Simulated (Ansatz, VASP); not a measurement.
## Cross-check of Al17Ga10O40 (amorphous 37Ga2O3-63Al2O3 (mol %)) between VASP and Ansatz

Wanted: the spread between two codes on one cell, functional and k mesh. The structure shown is the start of the Ansatz relaxation below; VASP solves that cell, so the two are compared at the walk's first step.

Main program and level: Ansatz 0.2.0; plane waves, with VASP 6.6.1 beside it; single point at PBE.

### Step 1. Starting point

The cell holds 134 atoms: 20 Ga, 34 Al and 80 O. Cell: a = 11.176 Å, b = 11.176 Å, c = 11.176 Å, α = 90.0°, β = 90.0°, γ = 90.0°. It derives from Al34Ga20O81 (amorphous 37Ga2O3-63Al2O3 (mol %)). As first built, before any earlier steps moved the atoms (in the runner's words): 135 atoms (20 Fe, 34 Al, 81 O) placed at random at 3.55 g/cm^3, melted at 5000 K for 10 ps at fixed volume with the Morse and Coulomb pair potential with partial charges (Pedone, Malavasi, Menziani, Cormack and Segre, J. Phys. Chem. B 110, 11780 (2006)). Quenched from 5000 K to 300 K at 50 K/ps and fixed volume, held 10 ps at zero pressure, then minimised at fixed cell. Then Fe was replaced by Ga and the cell scaled by 1.006 (the potential has no terms for the new elements, so the cell is a start for a DFT relaxation). Nearest the centre at fractional (0.299, 0.552, 0.038): Al46 at 1.75 Å, Al27 at 1.75 Å, Al51 at 1.83 Å, O93 at 2.53 Å, O70 at 2.59 Å, O112 at 2.63 Å, O120 at 2.76 Å, O117 at 2.77 Å.

### Step 2. Ansatz: relaxation, PBE

Ansatz runs on its default PAW (the set named soft_2) files.

The two programs are compared at the cell with which this relaxation starts, whose forces are those of its first step.

input.yaml reads:

```yaml
crystal:
  lattice:
    - [11.17634, 0.0, 0.0]
    - [0.0, 11.17634, 0.0]
    - [0.0, 0.0, 11.17634]
  atoms:
    - { symbol: Ga, position: [0.07815, 0.08735, 0.88744] }
    - { symbol: Ga, position: [0.54254, 0.04819, 0.02406] }
    - { symbol: Ga, position: [0.31007, 0.80093, 0.18078] }
[... 6 atom lines left out ...]
    - { symbol: Ga, position: [0.53288, 0.25586, 0.90053] }
[... 1 atom line left out ...]
    - { symbol: Ga, position: [0.46174, 0.68374, 0.7524] }
    - { symbol: Ga, position: [0.31463, 0.39369, 0.77444] }
    - { symbol: Ga, position: [0.52777, 0.7631, 0.0408] }
[... 3 atom lines left out ...]
    - { symbol: Ga, position: [0.98118, 0.54805, 0.14558] }
[... 1 atom line left out ...]
    - { symbol: Ga, position: [0.09308, 0.40456, 0.90114] }
[... 1 atom line left out ...]
    - { symbol: Al, position: [0.99028, 0.65422, 0.7848] }
[... 2 atom lines left out ...]
    - { symbol: Al, position: [0.27084, 0.23435, 0.03461] }
    - { symbol: Al, position: [0.0835, 0.83726, 0.99962] }
    - { symbol: Al, position: [0.44356, 0.51763, 0.98822], spin: 0.6 }
[... 2 atom lines left out ...]
    - { symbol: Al, position: [0.49477, 0.55668, 0.26513] }
[... 3 atom lines left out ...]
    - { symbol: Al, position: [0.6845, 0.54106, 0.06385] }
[... 2 atom lines left out ...]
    - { symbol: Al, position: [0.314, 0.88004, 0.89544] }
[... 4 atom lines left out ...]
    - { symbol: Al, position: [0.36622, 0.33006, 0.31182] }
[... 3 atom lines left out ...]
    - { symbol: Al, position: [0.22262, 0.4751, 0.1504], spin: 0.6 }
[... 2 atom lines left out ...]
    - { symbol: Al, position: [0.20442, 0.61865, 0.35778] }
[... 1 atom line left out ...]
    - { symbol: Al, position: [0.22802, 0.64386, 0.92321], spin: 0.6 }
[... 5 atom lines left out ...]
    - { symbol: O, position: [0.48782, 0.62929, 0.42199] }
[... 2 atom lines left out ...]
    - { symbol: O, position: [0.29606, 0.3248, 0.16221] }
    - { symbol: O, position: [0.09218, 0.89347, 0.15282] }
[... 2 atom lines left out ...]
    - { symbol: O, position: [0.45858, 0.72264, 0.18934] }
[... 3 atom lines left out ...]
    - { symbol: O, position: [0.23392, 0.30724, 0.90425] }
[... 1 atom line left out ...]
    - { symbol: O, position: [0.25057, 0.77837, 0.02523] }
    - { symbol: O, position: [0.08234, 0.43081, 0.06901] }
[... 2 atom lines left out ...]
    - { symbol: O, position: [0.44746, 0.39843, 0.89064] }
[... 2 atom lines left out ...]
    - { symbol: O, position: [0.86058, 0.56726, 0.02779] }
[... 5 atom lines left out ...]
    - { symbol: O, position: [0.4504, 0.9002, 0.98793] }
    - { symbol: O, position: [0.66546, 0.50203, 0.90909] }
    - { symbol: O, position: [0.16098, 0.93872, 0.90651] }
[... 1 atom line left out ...]
    - { symbol: O, position: [0.38952, 0.15385, 0.95852] }
[... 5 atom lines left out ...]
    - { symbol: O, position: [0.2108, 0.51666, 0.83329] }
    - { symbol: O, position: [0.17537, 0.36839, 0.65959] }
[... 11 atom lines left out ...]
    - { symbol: O, position: [0.40743, 0.52604, 0.69456] }
[... 5 atom lines left out ...]
    - { symbol: O, position: [0.47266, 0.65726, 0.91923] }
[... 1 atom line left out ...]
    - { symbol: O, position: [0.68269, 0.7089, 0.06123] }
    - { symbol: O, position: [0.07102, 0.6984, 0.91956] }
[... 1 atom line left out ...]
    - { symbol: O, position: [0.53197, 0.51315, 0.11365] }
[... 1 atom line left out ...]
    - { symbol: O, position: [0.28186, 0.75731, 0.34181] }
    - { symbol: O, position: [0.13062, 0.59553, 0.21358] }
    - { symbol: O, position: [0.10369, 0.64384, 0.67415] }
[... 4 atom lines left out ...]
    - { symbol: O, position: [0.97831, 0.49534, 0.82038] }
[... 3 atom lines left out ...]
    - { symbol: O, position: [0.3204, 0.51025, 0.28693] }
    - { symbol: O, position: [0.29079, 0.74326, 0.79792] }
    - { symbol: O, position: [0.51328, 0.39824, 0.32708] }
[... 1 atom line left out ...]
    - { symbol: O, position: [0.74507, 0.41464, 0.13808] }
magnetization:
  spin_polarized: true
kpoints:
  mp_grid: { grid: [1, 1, 1] }
hamiltonian:
  xc: pbe
scf:
  occupations: { method: fermi_dirac, width: 0.025 }
  lower_state_search: "off"
output:
  forces: true
  eigenvalues: true
relax:
  f_tol: 0.05
  max_steps: 90
```

Command:

```console
> ansatz run input.yaml --threads 4 --pin off --max-ram 15872MiB --backend cpu --events-out ev --progress --plain --runs-dir out
```

Numbers of over 12 decimals in the logs are rounded to 6 here.

The program printed:

```text
Engine: ansatz 0.2.0, x86_64-unknown-linux-gnu
Pseudopotentials: kind: paw
Pseudopotential: Ga, paw, valence charge 13, recommended cutoff 420 eV (normal), Ga.paw.azcp
Pseudopotential: Al, paw, valence charge 3, recommended cutoff 420 eV (normal), Al.paw.azcp
Pseudopotential: O, paw, valence charge 6, recommended cutoff 420 eV (normal), O.paw.azcp
Functional definition: PBE
  parameter kappa = 0.804
  parameter beta = 0.066725
  exchange = pbe_x(kappa = kappa, mu = beta*pi^2/3)
  correlation = pbe_c(beta = beta)
Crystal: 134 atoms, lattice volume = 1396.043 Å³
Basis set: ecut = 420 eV, 27201 PW (Γ), exchange–correlation on 150×150×150 points (8 copies of the dense FFT grid, shifted against one another)
Bands: 556, of which v1, the nominal top of the filled ones, is band 421 counted from 1 (420 counted from 0)
Symmetry: 1 space group operations
Space group: P1 (ITA 1), of the structure as read, at distance tolerance 1.1e-4 Å
Magnetic group: BNS 1.1 (UNI 1), of the structure as read, at distance tolerance 1.1e-4 Å
k-points: 1
Non-local potential: Ga, projectors of the file, l = 0: 2, l = 1: 2, l = 2: 3, l = 3: 1
Non-local potential: Al, projectors of the file, l = 0: 2, l = 1: 2, l = 2: 1
Non-local potential: O, projectors of the file, l = 0: 2, l = 1: 2, l = 2: 1
PAW form: soft (Blöchl's): semilocal exchange-correlation on the pseudo side does not see the compensation charge
PAW one-centre angular grid: Ga, 590 points (default); XC on 64 Gauss nodes
PAW one-centre angular grid: Al, 110 points (default); XC on 64 Gauss nodes
PAW one-centre angular grid: O, 110 points (default); XC on 64 Gauss nodes
Initial density: superposition of atomic densities (chi_scale 0.1, normalization cell, long waves 29 % of neutral atoms (reshape's long-wave potential 1.29 eV rms, cloud 1.88 Å wide))
Starting moments: Σ|m| = 1.8 μB on 3 of 134 sites
Initial wavefunctions: pseudopotential atomic-orbital guess
Functional: x = pbe(κ = 0.804, μ = 0.219515), c = pbe(β = 0.066725)
SCF iter   1: F=—  HF=-139504.671577 eV  |F-HF|=—  |Δ(HF+E_count)|=         —  Δρ=6.11e-2 (↑6.10e-2 ↓6.11e-2)  dr2=1.72e2  dr2_m=6.38e-2  M=0.000 μB ∫|m|=0.487 μB  β_m=0.30  ethr=3.10e-3  ⟨swp⟩=6.0  Hψ=4071  notcnv=0  defer=179
preconditioner: auto → Resta (q_TF=auto, 2.508 Å⁻¹)  ε∞=3.4  [insulator: Δε(μ)=0.686 eV  Ē_g=18.438 eV  σ=0.025 eV  W_gap=1.00  n_scr=364 (ndim 8)  ℏωp=28.8 eV  f_vac=0.018  D(μ)=0.00/eV (n_scr^D=0)  ε∞_Penn≈3.4]
spin=Collinear: Resta preconditioning applied to the charge; magnetization (m = ρ↑ − ρ↓) channel mixes plain (no charge-response kernel on spin).
SCF iter   2: F=—  HF=-139465.979667 eV  |F-HF|=—  |Δ(HF+E_count)|=    3.87e1  Δρ=3.49e-2 (↑3.48e-2 ↓3.49e-2)  dr2=5.74e1  dr2_m=3.62e-2  M=0.000 μB ∫|m|=0.317 μB  β_m=0.30  ethr=3.10e-3  ⟨swp⟩=2.0  Hψ=2078  notcnv=0  defer=258
SCF iter   3: F=—  HF=-139449.065671 eV  |F-HF|=—  |Δ(HF+E_count)|=    1.69e1  Δρ=1.55e-2 (↑1.54e-2 ↓1.55e-2)  dr2=8.49e0  dr2_m=1.85e-2  M=0.000 μB ∫|m|=0.245 μB  β_m=0.30  ethr=3.10e-3  ⟨swp⟩=3.5  Hψ=3000  notcnv=0  defer=256
SCF iter   4: F=—  HF=-139446.558612 eV  |F-HF|=—  |Δ(HF+E_count)|=    2.51e0  Δρ=3.52e-3 (↑3.51e-3 ↓3.52e-3)  dr2=4.28e-1  dr2_m=9.16e-3  M=0.000 μB ∫|m|=0.191 μB  β_m=0.30  ethr=1.01e-3  ⟨swp⟩=4.0  Hψ=1566  notcnv=0  defer=256
SCF iter   5: F=—  HF=-139446.737708 eV  |F-HF|=—  |Δ(HF+E_count)|=   1.79e-1  Δρ=2.56e-3 (↑2.56e-3 ↓2.54e-3)  dr2=1.98e-1  dr2_m=4.97e-3  M=0.000 μB ∫|m|=0.146 μB  β_m=0.30  ethr=5.08e-5  ⟨swp⟩=3.0  Hψ=1976  notcnv=0  defer=256
SCF iter   6: F=—  HF=-139446.858026 eV  |F-HF|=—  |Δ(HF+E_count)|=   1.20e-1  Δρ=8.52e-4 (↑8.04e-4 ↓8.52e-4)  dr2=2.59e-2  dr2_m=2.75e-3  M=0.000 μB ∫|m|=0.112 μB  β_m=0.30  ethr=2.35e-5  ⟨swp⟩=3.0  Hψ=1566  notcnv=0  defer=256
Mixer restart at iter 6: flushing history
spin-set hold released at iteration 6 (site moments contracting): the magnetisation degrees of freedom join the quasi-Newton model from the next iteration; the mixer history was flushed
SCF iter   7: F=—  HF=-139446.863538 eV  |F-HF|=—  |Δ(HF+E_count)|=   5.51e-3  Δρ=5.87e-4 (↑5.49e-4 ↓5.87e-4)  dr2=1.37e-2  dr2_m=1.55e-3  M=0.000 μB ∫|m|=0.087 μB  β_m=0.61  ethr=3.08e-6  ⟨swp⟩=2.0  Hψ=1794  notcnv=0  defer=256
SCF iter   8: F=—  HF=-139446.879151 eV  |F-HF|=—  |Δ(HF+E_count)|=   1.56e-2  Δρ=2.42e-4 (↑2.32e-4 ↓2.42e-4)  dr2=3.39e-3  dr2_m=1.18e-4  M=0.000 μB ∫|m|=0.026 μB  β_m=0.62  ethr=1.63e-6  ⟨swp⟩=2.0  Hψ=1352  notcnv=0  defer=256
SCF iter   9: F=—  HF=-139446.881966 eV  |F-HF|=—  |Δ(HF+E_count)|=   2.82e-3  Δρ=7.58e-5 (↑7.47e-5 ↓7.58e-5)  dr2=3.02e-4  dr2_m=2.16e-5  M=-0.000 μB ∫|m|=0.004 μB  β_m=0.81  ethr=4.02e-7  ⟨swp⟩=2.0  Hψ=1707  notcnv=0  defer=256
SCF iter  10: F=—  HF=-139446.882334 eV  |F-HF|=—  |Δ(HF+E_count)|=   3.68e-4  Δρ=6.15e-5 (↑6.06e-5 ↓6.15e-5)  dr2=1.73e-4  dr2_m=1.18e-6  M=-0.000 μB ∫|m|=0.002 μB  β_m=0.68  ethr=3.59e-8  ⟨swp⟩=2.0  Hψ=1690  notcnv=0  defer=256
[...]
- { symbol: Al, position: [0.682455, 0.967316, 0.221219] }
    - { symbol: Al, position: [0.966262, 0.866088, 0.247133] }
    - { symbol: Al, position: [0.493188, 0.557129, 0.263229] }
    - { symbol: Al, position: [0.414423, 0.775995, 0.425976] }
    - { symbol: Al, position: [0.833746, 0.490348, 0.872380] }
    - { symbol: Al, position: [0.929546, 0.576216, 0.422345] }
    - { symbol: Al, position: [0.676705, 0.539175, 0.063414] }
    - { symbol: Al, position: [0.612018, 0.952845, 0.777625] }
    - { symbol: Al, position: [0.370902, 0.195013, 0.523401] }
    - { symbol: Al, position: [0.319494, 0.888863, 0.893253] }
    - { symbol: Al, position: [0.795431, 0.165115, 0.298803] }
    - { symbol: Al, position: [0.424790, 0.938185, 0.633566] }
    - { symbol: Al, position: [0.088532, 0.239305, 0.672083] }
    - { symbol: Al, position: [0.165374, 0.013641, 0.631861] }
    - { symbol: Al, position: [0.367137, 0.327545, 0.312775] }
    - { symbol: Al, position: [0.126844, 0.505361, 0.591043] }
    - { symbol: Al, position: [0.329387, 0.147380, 0.806980] }
    - { symbol: Al, position: [0.760541, 0.447907, 0.290720] }
    - { symbol: Al, position: [0.235847, 0.478047, 0.140012] }
    - { symbol: Al, position: [0.170639, 0.035975, 0.172241] }
    - { symbol: Al, position: [0.609384, 0.324970, 0.446168] }
    - { symbol: Al, position: [0.202566, 0.619372, 0.349479] }
    - { symbol: Al, position: [0.230191, 0.737808, 0.640737] }
    - { symbol: Al, position: [0.231129, 0.657365, 0.917580] }
    - { symbol: Al, position: [0.847230, 0.014636, 0.056060] }
    - { symbol: Al, position: [0.048131, 0.084236, 0.400220] }
    - { symbol: Al, position: [0.750376, 0.282397, 0.060328] }
    - { symbol: O, position: [0.127906, 0.129386, 0.281926] }
    - { symbol: O, position: [0.064255, 0.666707, 0.420172] }
    - { symbol: O, position: [0.487127, 0.630081, 0.422455] }
    - { symbol: O, position: [0.695591, 0.962067, 0.055807] }
    - { symbol: O, position: [0.911157, 0.089469, 0.934201] }
    - { symbol: O, position: [0.300136, 0.320464, 0.164005] }
    - { symbol: O, position: [0.092151, 0.895396, 0.153133] }
    - { symbol: O, position: [0.772072, 0.500065, 0.464377] }
    - { symbol: O, position: [0.512142, 0.835015, 0.752518] }
    - { symbol: O, position: [0.458466, 0.722057, 0.189958] }
    - { symbol: O, position: [0.856140, 0.971452, 0.213287] }
    - { symbol: O, position: [0.936500, 0.269394, 0.634107] }
    - { symbol: O, position: [0.673102, 0.586407, 0.271805] }
    - { symbol: O, position: [0.244879, 0.295703, 0.893620] }
    - { symbol: O, position: [0.924476, 0.872674, 0.992675] }
    - { symbol: O, position: [0.250368, 0.774387, 0.029354] }
    - { symbol: O, position: [0.093125, 0.419760, 0.066462] }
    - { symbol: O, position: [0.478056, 0.920047, 0.414331] }
    - { symbol: O, position: [0.820200, 0.169301, 0.141782] }
    - { symbol: O, position: [0.456528, 0.406279, 0.881080] }
    - { symbol: O, position: [0.031875, 0.252356, 0.832899] }
    - { symbol: O, position: [0.186584, 0.128610, 0.746408] }
    - { symbol: O, position: [0.870016, 0.565753, 0.029248] }
    - { symbol: O, position: [0.606075, 0.224200, 0.042714] }
[...]
- { symbol: O, position: [0.915938, 0.490639, 0.287097] }
    - { symbol: O, position: [0.837219, 0.665672, 0.837263] }
    - { symbol: O, position: [0.581759, 0.078785, 0.860750] }
    - { symbol: O, position: [0.323263, 0.513134, 0.281489] }
    - { symbol: O, position: [0.287229, 0.755218, 0.795975] }
    - { symbol: O, position: [0.512238, 0.400224, 0.331536] }
    - { symbol: O, position: [0.721021, 0.301299, 0.330835] }
    - { symbol: O, position: [0.744111, 0.416127, 0.136518] }
```

Reading the cycles: dr2 is the Hartree energy of the density residual (eV), the measure of convergence; HF is the Harris–Foulkes estimate of the energy, which meets the free energy F at convergence.

(Part 1 of 2 ends here.)

[Lines on the potential files, build, host, timing and source positions are cut from VASP's logs without a mark.]

[Logs are printed without paths, hosts, clocks, repeated set-up lines and the standing remarks that a program may print on its own settings, such as how far it seeks lower states.]

[Hosts, paths, dates, database ids (printed as entryN), source tags and the programs' standing remarks are cut or masked in the printed files.]
